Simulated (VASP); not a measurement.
Input:

```yaml
crystal:
  lattice:
    - [0.00000, 2.62039, 2.62039]
    - [2.62039, 0.00000, 2.62039]
    - [2.62039, 2.62039, 0.00000]
  atoms:
    - { symbol: K, position: [0.00000, 0.00000, 0.00000] }
    - { symbol: F, position: [0.50000, 0.50000, 0.50000] }
```

These are PBE GGA with D3 dispersion (Becke-Johnson damping), VASP's PBE PAW potentials (set 64) (plane waves; VASP) values and carry that method's errors. Settings: 520 eV cut-off, 9×9×9 Γ-centred mesh, Gaussian smearing of 0.050 eV, potentials K_sv F.

**Question.** Predict the energy per atom (σ→0), pressure, band gap (on the k-mesh) with the smallest direct gap where there is one.

**Answer.** 
```
Property                                         Result
-----------------------------------  ------------------
band gap (on the k-mesh)                        6.48 eV
smallest direct gap (on the k-mesh)             6.48 eV
energy per atom (σ→0)                -414.3 kJ/mol-atom
pressure                                      23.4 kbar
```

Total energies compare only between runs with the same potentials, cut-off and functional.

The compound is KF in the rock salt structure. This cell is one point of a volume scan, at 0.94 of the reference volume.
